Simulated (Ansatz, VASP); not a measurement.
**LiMg12 (a cell with a defect) in VASP and in Ansatz**

```
Mg Li
1.0
     6.42000    0.00000    0.00000
    -4.81500    8.33982    0.00000
     0.00000    0.00000    5.21304
Mg Li
12 1
Direct
  0.00223 0.00359 0.02660
  0.17042 0.22470 0.48283
  0.08555 0.37067 0.98020
  0.18838 0.58036 0.48504
  0.96747 0.63850 0.99658
  0.19225 0.90619 0.59412
  0.41100 0.93652 0.12150
  0.70526 0.25713 0.38880
  0.50919 0.31006 0.92882
  0.65681 0.55307 0.48002
  0.52588 0.68043 0.97845
  0.69697 0.87921 0.49863
  0.71542 0.10975 0.79727
```

Alike in both runs: functional PBEsol; k mesh 3 × 2 × 3; occupations gaussian, width 0.15 eV; no spin polarisation.

Ansatz relaxed the structure, and its values are those at the end. VASP's run is a single point on that final structure, the one shown.

|  | VASP | Ansatz |
| --- | --- | --- |
| version | VASP 6.6.1 | Ansatz 0.2.0 |
| potentials or method | VASP PAW PBE potentials, release 64 (Mg, Li_sv) | scalar-relativistic, plane waves, PAW |
| plane-wave cutoff (eV) | 520 | 420 |
| valence electrons in the cell | 27 | 123 |

|  | VASP | Ansatz | Ansatz less VASP |
| --- | --- | --- | --- |
| rms of the force components (eV/Å) | 0.005 | 0.005 | -0.0002 |

With one functional, cell and mesh, what is left measures potentials, basis and numerics. The two sets of potentials don't hold the same shells in valence.

Caveats: the k mesh is coarse (spacing up to 0.40 Å⁻¹), so the values aren't converged; the PAW data sets were made with another functional, which shifts forces and pressure a little (VASP).
